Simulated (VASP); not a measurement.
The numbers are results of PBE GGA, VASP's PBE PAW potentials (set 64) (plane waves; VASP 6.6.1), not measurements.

The input files of a VASP run:

### KPOINTS
```
Automatic mesh
0
Gamma
  12 12 12
```

INCAR:
```
SYSTEM = TiCo
PREC = Accurate
ENCUT = 520
EDIFF = 1E-7
NELM = 100
ALGO = Normal
LREAL = .FALSE.
LASPH = .TRUE.
ISMEAR = 1
SIGMA = 0.1
GGA = PE
LMAXMIX = 4
LWAVE = .FALSE.
LCHARG = .FALSE.
ISIF = 2
```

POSCAR:
```
TiCo
1
    2.9396418383     0.0000000000     0.0000000000
    0.0000000000     2.9396418383     0.0000000000
    0.0000000000     0.0000000000     2.9396418383
Ti Co
1 1
Direct
  0.0000000000   0.0000000000   0.0000000000
  0.5000000000   0.5000000000   0.5000000000
```

POTCAR, in this order: Ti_sv Co (PBE.64 set). Program: vasp_std.

The resulting files:

### OSZICAR
```
       N       E                     dE             d eps       ncg     rms          rms(c)
DAV:   1     0.152720081308E+03    0.15272E+03   -0.10678E+04  2352   0.190E+03
DAV:   2    -0.849306675572E+01   -0.16121E+03   -0.15865E+03  2370   0.408E+02
DAV:   3    -0.175525360707E+02   -0.90595E+01   -0.89751E+01  3704   0.107E+02
DAV:   4    -0.178328594482E+02   -0.28032E+00   -0.27896E+00  2984   0.155E+01
DAV:   5    -0.178429467689E+02   -0.10087E-01   -0.10087E-01  3308   0.275E+00    0.137E+01
DAV:   6    -0.161493633092E+02    0.16936E+01   -0.13505E+01  2762   0.565E+01    0.715E+00
DAV:   7    -0.180539297047E+02   -0.19046E+01   -0.26528E+01  3790   0.509E+01    0.212E+01
DAV:   8    -0.156042625097E+02    0.24497E+01   -0.14526E+01  3522   0.381E+01    0.171E+00
DAV:   9    -0.156375029387E+02   -0.33240E-01   -0.29459E-01  3270   0.538E+00    0.187E+00
DAV:  10    -0.156220004439E+02    0.15502E-01   -0.85296E-02  3526   0.372E+00    0.453E-01
DAV:  11    -0.156207337419E+02    0.12667E-02   -0.67160E-03  2948   0.996E-01    0.256E-01
DAV:  12    -0.156203120676E+02    0.42167E-03   -0.17138E-03  3688   0.372E-01    0.689E-02
DAV:  13    -0.156202629748E+02    0.49093E-04   -0.14307E-04  2788   0.121E-01    0.355E-02
DAV:  14    -0.156202553673E+02    0.76075E-05   -0.49735E-05  3350   0.655E-02    0.442E-03
DAV:  15    -0.156202554464E+02   -0.79121E-07   -0.16069E-06  2622   0.156E-02    0.119E-03
DAV:  16    -0.156202555278E+02   -0.81377E-07   -0.74505E-08  1680   0.326E-03
   1 F= -.15620256E+02 E0= -.15619769E+02  d E =-.145867E-02
```

### OUTCAR
```
------------------------ aborting loop because EDIFF is reached ----------------------------------------
  FORCE on cell =-STRESS in cart. coord.  units (eV):
  Direction    XX          YY          ZZ          XY          YZ          ZX
  --------------------------------------------------------------------------------------
  Total        0.8866544      0.8866544      0.8866544      0.0000000      0.0000000      0.0000000
  in kB       55.9218714     55.9218714     55.9218714      0.0000000      0.0000000      0.0000000
  external PRESSURE =      55.9218714 kB  Pullay stress =       0.0000000 kB
  volume of cell :       25.40
      direct lattice vectors                 reciprocal lattice vectors
     2.939641838  0.000000000  0.000000000     0.340177496  0.000000000  0.000000000
     0.000000000  2.939641838  0.000000000     0.000000000  0.340177496  0.000000000
     0.000000000  0.000000000  2.939641838     0.000000000  0.000000000  0.340177496
 POSITION                                       TOTAL-FORCE (eV/Angst)
 -----------------------------------------------------------------------------------
      0.00000      0.00000      0.00000         0.000000      0.000000      0.000000
      1.46982      1.46982      1.46982         0.000000      0.000000      0.000000
 -----------------------------------------------------------------------------------
    total drift:                                0.000000      0.000000     -0.000000
  FREE ENERGIE OF THE ION-ELECTRON SYSTEM (eV)
  ---------------------------------------------------
  free  energy   TOTEN  =       -15.6202555278 eV

  energy  without entropy=      -15.6187968621  energy(sigma->0) =      -15.61976931
```
(Selected blocks of OUTCAR.)

The compound is TiCo in the CsCl type structure. This cell is one point of a volume scan, at 0.97 of the reference volume. The run is not spin-polarised, so no magnetic state was tried. The electron count is odd and the run is not spin-polarised, which forces a metal.
